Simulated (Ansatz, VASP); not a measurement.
# Mo in two plane-wave programs

One calculation is typed for both programs; each brings its own data sets and cutoff. How far apart do they land?

Method: plane waves, with VASP 6.6.1 beside it; single point at PBEsol, in Ansatz 0.2.0.

### Step 1. The starting structure

It takes space group Im-3m (No. 229, cubic). Conventional cell: a = 3.131 Å, b = 3.131 Å, c = 3.131 Å, α = 90.00°, β = 90.00°, γ = 90.00°. Mo has 8 Mo at 2.71 Å nearest.

### Step 2. VASP: single point, PBEsol

With cell and atoms fixed, the geometry can't cause a difference; cores, projectors, grids and the points listed under the comparison can.

Lines of VASP's logs that name or quote its potential files are left out, and so is its time.

INCAR reads:

```
SYSTEM = Mo
PREC = Accurate
ENCUT = 450
EDIFF = 1E-08
NELM = 100
ISMEAR = -1
SIGMA = 0.05
LREAL = .FALSE.
ALGO = Normal
GGA = PS
NBANDS = 15
LASPH = .TRUE.
LORBIT = 11
LWAVE = .FALSE.
LCHARG = .FALSE.
KPAR = 2
ISIF = 2
```

POSCAR reads:

```
Mo
1.0
   -1.5654583727      1.5654583727      1.5654583727
    1.5654583727     -1.5654583727      1.5654583727
    1.5654583727      1.5654583727     -1.5654583727
Mo
1
Direct
    0.0000000000      0.0000000000      0.0000000000
```

KPOINTS reads:

```
Automatic mesh
0
Gamma
34 34 34
0 0 0
```

Potentials, in the order of the species: Mo_sv (PBE family, release 64).

Run with:

```
mpirun -np 2 vasp_std
```

Numbers of over 12 decimals in the logs are rounded to 6 here.

What it wrote:

```text
[banner, memory and clock lines left out]
running    2 mpi-ranks, on    1 nodes
 distrk:  each k-point on    1 cores,    2 groups
 distr:  one band on    1 cores,    1 groups

 POSCAR found type information on POSCAR Mo
 POSCAR found :  1 types and       1 ions
|                                                                             |
|               ----> ADVICE to this user running VASP <----                  |
|                                                                             |
|     You enforced a specific xc type in the INCAR file but a different       |
|     [... a line on the potential file left out ...]
|     I HOPE YOU KNOW WHAT YOU ARE DOING!                                     |
|                                                                             |

 LDA part: xc-table for (Slater+PW92), standard interpolation
 POSCAR, INCAR and KPOINTS ok, starting setup
 FFT: planning ... GRIDC
 FFT: planning ... GRID_SOFT
 FFT: planning ... GRID
 WAVECAR not read
 entering main loop
       N       E                     dE             d eps       ncg     rms          rms(c)
DAV:   1     0.828502808739E+02    0.82850E+02   -0.71772E+03 32329   0.865E+02
DAV:   2    -0.115660569127E+02   -0.94416E+02   -0.90865E+02 38469   0.266E+02
DAV:   3    -0.125326029788E+02   -0.96655E+00   -0.96551E+00 35613   0.267E+01
DAV:   4    -0.125346298906E+02   -0.20269E-02   -0.20269E-02 39099   0.147E+00
DAV:   5    -0.125346415134E+02   -0.11623E-04   -0.11622E-04 35991   0.965E-02    0.166E+01
DAV:   6    -0.118825162389E+02    0.65213E+00   -0.59383E-01 32456   0.934E+00    0.455E+00
DAV:   7    -0.117868013828E+02    0.95715E-01   -0.11472E-01 38182   0.399E+00    0.963E-01
DAV:   8    -0.117809531503E+02    0.58482E-02   -0.42391E-03 34248   0.729E-01    0.192E-01
DAV:   9    -0.117809462652E+02    0.68852E-05   -0.82451E-05 40268   0.980E-02    0.874E-02
DAV:  10    -0.117809520551E+02   -0.57900E-05   -0.10221E-05 33898   0.346E-02    0.531E-03
DAV:  11    -0.117809523388E+02   -0.28363E-06   -0.10046E-07 36971   0.316E-03    0.783E-04
DAV:  12    -0.117809522447E+02    0.94122E-07   -0.29918E-09 25986   0.539E-04    0.991E-05
DAV:  13    -0.117809522487E+02   -0.40529E-08   -0.14419E-10 17719   0.135E-04
   1 F= -.11780952E+02 E0= -.11778520E+02  d E =-.486399E-02
```

Parts of OUTCAR (step 2):

```text
ion  position               nearest neighbor table
   1  0.000  0.000  0.000-

  LATTYP: Found a body centered cubic cell.
 ALAT       =     3.1309167454

 Subroutine GETGRP returns: Found 48 space group operations
 (whereof 48 operations were pure point group operations)

The static configuration has the point symmetry O_h .

 Found   1059 irreducible k-points:

   k-points           NKPTS =   1059   k-points in BZ     NKDIM =   1059   number of bands    NBANDS=     15

   dimension x,y,z NGX =    20 NGY =   20 NGZ =   20
   dimension x,y,z NGXF=    40 NGYF=   40 NGZF=   40

   ENCUT  =  450.0 eV  33.07 Ry    5.75 a.u.   4.69  4.69  4.69*2*pi/ulx,y,z

   NELECT =      14.0000    total number of electrons

 k-points in reciprocal lattice and weights: Automatic mesh
   0.00000000  0.00000000  0.00000000       0.000
   0.02941176  0.00000000  0.00000000       0.000
   0.05882353  0.00000000  0.00000000       0.000
   0.08823529  0.00000000  0.00000000       0.000
   0.11764706  0.00000000  0.00000000       0.000
   0.14705882  0.00000000  0.00000000       0.000
   0.17647059  0.00000000  0.00000000       0.000
   0.20588235  0.00000000  0.00000000       0.000
   0.23529412  0.00000000  0.00000000       0.000
[...]
0.50000000  0.50000000  0.47058824       0.000
   0.50000000  0.50000000  0.50000000       0.000

 average (electrostatic) potential at core
       1 -68.7310

 E-fermi :  12.7788

 k-point     1 :       0.0000    0.0000    0.0000
  band No.  band energies     occupation
    ...
      4     -21.6763      2.00000
      5       5.4185      2.00000
      6      11.3608      2.00000
      7      11.3608      2.00000
      8      11.3608      2.00000
      9      14.4447      0.00000
     10      14.4447      0.00000
     11      27.5998      0.00000
     12      27.5998      0.00000
     13      27.5998      0.00000
    ...

 k-point     2 :       0.0294    0.0000    0.0000
  band No.  band energies     occupation
    ...
      4     -21.6764      2.00000
      5       5.4582      2.00000
      6      11.3379      2.00000
      7      11.3575      2.00000
      8      11.3979      2.00000
      9      14.4089      0.00000
     10      14.4451      0.00000
     11      27.6311      0.00000
     12      27.6665      0.00000
     13      27.6831      0.00000
    ...

 k-point     3 :       0.0588    0.0000    0.0000
  band No.  band energies     occupation
    ...
      4     -21.6767      2.00000
      5       5.5758      2.00000
      6      11.2709      2.00000
      7      11.3460      2.00000
      8      11.5088      2.00000
      9      14.3103      0.00000
     10      14.4467      0.00000
     11      27.7204      0.00000
     12      27.8652      0.00000
     13      27.9216      0.00000
    ...

  Total        0.0081135      0.0081135      0.0081135      0.0000000      0.0000000      0.0000000
  in kB        0.8470994      0.8470994      0.8470994      0.0000000      0.0000000      0.0000000
  external PRESSURE =       0.8470994 kB  Pullay stress =       0.0000000 kB

  energy-cutoff  :      450.00
  volume of cell :       15.35
      direct lattice vectors                 reciprocal lattice vectors
    -1.565458373  1.565458373  1.565458373     0.000000000  0.319395270  0.319395270
     1.565458373 -1.565458373  1.565458373     0.319395270  0.000000000  0.319395270
     1.565458373  1.565458373 -1.565458373     0.319395270  0.319395270  0.000000000

 POSITION                                       TOTAL-FORCE (eV/Angst)
 -----------------------------------------------------------------------------------
      0.00000      0.00000      0.00000         0.000000     -0.000000     -0.000000
 -----------------------------------------------------------------------------------
    total drift:                                0.000000     -0.000000      0.000000

  FREE ENERGIE OF THE ION-ELECTRON SYSTEM (eV)
  ---------------------------------------------------
  free  energy   TOTEN  =       -11.7809522487 eV

  energy  without entropy=      -11.7760882576  energy(sigma->0) =      -11.77852025

 total charge
# of ion       s       p       d       tot
------------------------------------------
    1        2.391   6.213   3.942  12.546

[... 3 further parts left out ...]
```

The run ends at a pressure of 0.08 GPa.

### Step 3. Ansatz: single point, PBEsol

Ansatz runs on its default PAW (the set named soft_2) files.

The same cell, functional, mesh and smearing now go to Ansatz, which takes its cutoff from its data sets.

input.yaml reads:

```yaml
crystal:
  lattice:
    - [-1.5654583727, 1.5654583727, 1.5654583727]
    - [1.5654583727, -1.5654583727, 1.5654583727]
    - [1.5654583727, 1.5654583727, -1.5654583727]
  atoms:
    - { symbol: Mo, position: [0.0, 0.0, 0.0] }
hamiltonian:
  xc: pbesol
  pseudopotentials: { kind: paw }
kpoints:
  mp_grid: { grid: [34, 34, 34] }
scf:
  occupations: { method: fermi_dirac, width: 0.05 }
  n_extra_bands: 4
output:
  forces: true
  stress: true
  eigenvalues: true
```

Run with:

```
ansatz run input.yaml --threads 2 --pin off --max-ram 4608MiB --backend cpu --events-out ev --progress --plain --runs-dir out
```

What it wrote:

```text
scf.n_extra_bands = 4 over 7 filled bands (N_el = 14.0): the run solves 11 bands
Engine: ansatz 0.2.0, aarch64-unknown-linux-gnu
Pseudopotentials: kind: paw
Pseudopotential: Mo, paw, valence charge 14, recommended cutoff 420 eV (normal), Mo.paw.azcp
Functional definition: PBEsol
  exchange = pbesol_x
  correlation = pbesol_c
Crystal: 1 atoms, lattice volume = 15.346 Å³
Basis set: ecut = 420 eV, 321 PW (Γ), exchange–correlation on 40×40×40 points (8 copies of the dense FFT grid, shifted against one another)
Bands: 11, of which v1, the nominal top of the filled ones, is band 7 counted from 1 (6 counted from 0)
Symmetry: 48 space group operations
Space group: Im-3m (ITA 229), of the structure as read, at distance tolerance 2.5e-5 Å
k-points: 1059 of 39304
Non-local potential: Mo, projectors of the file, l = 0: 3, l = 1: 2, l = 2: 2, l = 3: 1
PAW form: soft (Blöchl's): semilocal exchange-correlation on the pseudo side does not see the compensation charge
PAW frozen core: Mo, regenerated for the run's functional, and the local potential with it (the file was generated under x = pbe(κ = 0.804, μ = 0.219515), c = pbe(β = 0.066725))
PAW one-centre angular grid: Mo, 590 points (default); XC on 64 Gauss nodes
Initial density: superposition of atomic densities (neutral atoms: chi_scale 0, normalization atom), corrected by the library's trained network
Initial wavefunctions: pseudopotential atomic-orbital guess
Functional: x = pbesol(κ = 0.804, μ = 0.123457), c = pbesol(β = 0.046)
SCF iter   1: F=—  HF=-4897.474460 eV  |F-HF|=—  |Δ(HF+E_count)|=         —  Δρ=6.22e-3  dr2=4.13e-3  ethr=1.77e-3  ⟨swp⟩=5.0  Hψ=68953  notcnv=0
preconditioner: auto → none  [metal: Δε(μ)=0.006 eV  Ē_g=8.507 eV  σ=0.050 eV  W_gap=0.03  n_scr=0 (ndim 8)  ℏωp=23.2 eV  f_vac=0.000  D(μ)=0.58/eV (n_scr^D=0)]
SCF iter   2: F=—  HF=-4897.473042 eV  |F-HF|=—  |Δ(HF+E_count)|=   1.42e-3  Δρ=2.28e-3  dr2=2.16e-4  ethr=2.95e-5  ⟨swp⟩=2.4  Hψ=27111  notcnv=0  defer=5
SCF iter   3: F=—  HF=-4897.473019 eV  |F-HF|=—  |Δ(HF+E_count)|=   2.28e-5  Δρ=9.19e-4  dr2=3.34e-5  ethr=1.54e-6  ⟨swp⟩=1.1  Hψ=11997  notcnv=0  defer=5
SCF iter   4: F=—  HF=-4897.473018 eV  |F-HF|=—  |Δ(HF+E_count)|=   7.11e-7  Δρ=4.49e-5  dr2=1.02e-7  ethr=2.39e-7  ⟨swp⟩=1.3  Hψ=13676  notcnv=0  defer=5
iter 5 did not close the SCF: its close was put off for the readings that it lacked (scf_convergence_deferred on its scf_iter line)
SCF iter   5: F=-4897.473018 eV  HF=-4897.473018 eV  |F-HF|=1.84e-9  |Δ(HF+E_count)|=   6.74e-8  Δρ=5.88e-6  dr2=3.36e-9  ethr=7.25e-10  ⟨swp⟩=2.2  Hψ=16755  notcnv=0  defer=5
SCF iter   6: F=-4897.473018 eV  HF=-4897.473018 eV  |F-HF|=1.46e-11  |Δ(HF+E_count)|=  7.12e-10  Δρ=1.05e-6  dr2=7.28e-11  ethr=2.40e-11  ⟨swp⟩=1.9  Hψ=35359  notcnv=0
SCF 1 converged in 6 iterations: F = -4897.473018 eV  dr2 = 7.28e-11
  greatest PAW one-centre occupation: 0.999 electrons in one spin orbital (limit 2), on the Mo atom at site 0 (counted from 0), in its partial waves of l = 0
SCF converged after 6 iterations
Free energy (F): -4897.473018 eV
Harris-Foulkes:  -4897.473018 eV  (|F-HF|=1.46e-11)
Internal energy: -4897.468163 eV  (E = F + TS)
E sigma→0 (E₀):  -4897.470591 eV
Entropy (-TS):   -0.004855 eV (-4.855 meV/atom)
Fermi energy:    21.441870 eV
--- Per-component energies (eV) ---
  E_band       = -50.207841
  E_kinetic    = 441.553539
  E_local      = -771.675968  (includes V_loc(G=0)·N_el)
  E_nonlocal   = 144.540922
  E_hartree    = 254.702178
  E_xc         = -182.697684
  E_vxc        = -228.860996  (∫ρ·V_xc dr)
  E_paw        = -3143.826978  (= ΣΔE_a)
  E_vpaw       = -145.169990  (= ΣTr[D̂ρ^β])
  E_aug_tail   = 0.000041  (compensation charges beyond the density's cutoff)
  E_ewald      = -1640.273512
  E_core_change = 0.209299  (= ΣΔE_core)
  E_smearing   = -0.004855  (= −TS)
  E_closure    = 0.000000  (closes the sum)
  Σ components = -4897.473018   (vs F -4897.473018, Δ=0.00e0)
--- Forces (eV/Å), atoms counted from 1 ---
  atom   1  Mo    -0.00000000     0.00000000     0.00000000
  max |Σ_I F_I| component: 6.16e-32 eV/Å
--- Stress (GPa, compression-positive) ---
       -0.317756      -0.000000       0.000000
        0.000000      -0.317756       0.000000
        0.000000       0.000000      -0.317756
  P = ⅓ Tr σ = -0.3178 GPa (-3.178 kbar)
--- Band table (eV; the first three rows and the last of 1059) ---
  k-point 0: bands = [... 3 lower, -13.0107, 14.0943, 20.0242, 20.0242, 20.0242, 23.1040, 23.1040, 36.1171]
  k-point 1: bands = [... 3 lower, -13.0108, 14.1339, 20.0015, 20.0210, 20.0613, 23.0684, 23.1044, 36.1479]
  k-point 2: bands = [... 3 lower, -13.0111, 14.2513, 19.9347, 20.0098, 20.1723, 22.9702, 23.1062, 36.2361]
  k-point 1058: bands = [... 3 lower, -14.0370, 15.8201, 15.8201, 25.5371, 25.5371, 25.5371, 30.5773, 30.5773]
```

It took 7.5 s on 2 threads of Arm Neoverse N1, shared host; peak memory 0.43 GiB; 14 s of CPU time.

The column dr2 measures how far the density is from self-consistency, as an energy; F and HF (Harris–Foulkes) agree once it is small.

The run ends at a pressure of -0.32 GPa.

### Step 4. Side by side

Known differences besides the potentials themselves: the cutoff is 420 eV in Ansatz and 450 eV in VASP; Ansatz makes its cores anew for this functional, VASP keeps those of its PBE data sets. Total energies have different zeros and are not compared.

Both answers:

| quantity | Ansatz | VASP | difference |
| --- | --- | --- | --- |
| pressure (GPa) | -0.32 | 0.08 | -0.40 |

### Step 5. Outcome

| Item | Value |
| --- | --- |
| difference in pressure (single point, PBEsol) | -0.40 GPa |

What this shows: The difference in pressure is -0.40 GPa (single point, PBEsol), within the 1 GPa picked in this series as the mark of a large difference. How closely two codes agree says nothing of how well the functional describes the real material.

[Lines on the potential files, build, host, timing and source positions are cut from VASP's logs without a mark.]

[Logs are printed without paths, hosts, clocks, repeated set-up lines and the standing remarks that a program may print on its own settings, such as how far it seeks lower states.]

[Hosts, paths, dates, database ids (printed as entryN), source tags and the programs' standing remarks are cut or masked in the printed files.]
